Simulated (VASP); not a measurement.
VASP ran on this input.

### POSCAR
```
Mg2Si
1
    0.0000000000     2.9449279041     2.9449279041
    2.9449279041     0.0000000000     2.9449279041
    2.9449279041     2.9449279041     0.0000000000
Mg Si
2 1
Direct
  0.2500000000   0.2500000000   0.2500000000
  0.7500000000   0.7500000000   0.7500000000
  0.0000000000   0.0000000000   0.0000000000
```

### INCAR
```
SYSTEM = Mg2Si
PREC = Accurate
ENCUT = 500
EDIFF = 1E-6
NELM = 100
ALGO = Normal
LREAL = .FALSE.
LASPH = .TRUE.
ISMEAR = 1
SIGMA = 0.1
GGA = PE
LWAVE = .FALSE.
LCHARG = .FALSE.
IBRION = 2
ISIF = 3
NSW = 40
EDIFFG = -0.02
PSTRESS = 300
```

**KPOINTS**
```
Regular mesh
0
Gamma
  9 9 9
0 0 0
```

POTCAR, in this order: Mg Si (PBE.64 set). Program: vasp_std.

Q: Translate this PBE calculation to Quantum ESPRESSO's pw.x.

A: One equivalent input (not run):
```
&CONTROL
  calculation = 'vc-relax'
  pseudo_dir = './pseudo'
  outdir = './out'
  tprnfor = .true.
  tstress = .true.
  nstep = 40
  forc_conv_thr = 0.00078
/
&SYSTEM
  ibrav = 0
  nat = 3
  ntyp = 2
  ecutwfc = 84
  occupations = 'smearing'
  smearing = 'methfessel-paxton'
  degauss = 0.00735
  input_dft = 'pbe'
/
&ELECTRONS
  conv_thr = 7.3e-08
  electron_maxstep = 100
/
&IONS
/
&CELL
  press = 300
/
ATOMIC_SPECIES
  Mg 24.305 Mg.upf
  Si 28.085 Si.upf
CELL_PARAMETERS angstrom
     0.0000000    2.9449279    2.9449279
     2.9449279    0.0000000    2.9449279
     2.9449279    2.9449279    0.0000000
ATOMIC_POSITIONS crystal
  Mg   0.2500000  0.2500000  0.2500000
  Mg   0.7500000  0.7500000  0.7500000
  Si   0.0000000  0.0000000  0.0000000
K_POINTS automatic
  9 9 9 0 0 0
```
Limits of the translation: the potentials are each code's own (VASP's PAW set, PseudoDojo norm-conserving files in pw.x), so ENCUT and ecutwfc are chosen apart and not converted; conv_thr bounds pw.x's estimated SCF error, while EDIFF bounds the energy change between steps; forc_conv_thr acts on force components and is met together with etot_conv_thr.

The compound is Mg2Si in the antifluorite structure. This run relaxes it under an external pressure of 30 GPa. Symmetry was kept, so distortions that lower it aren't found.
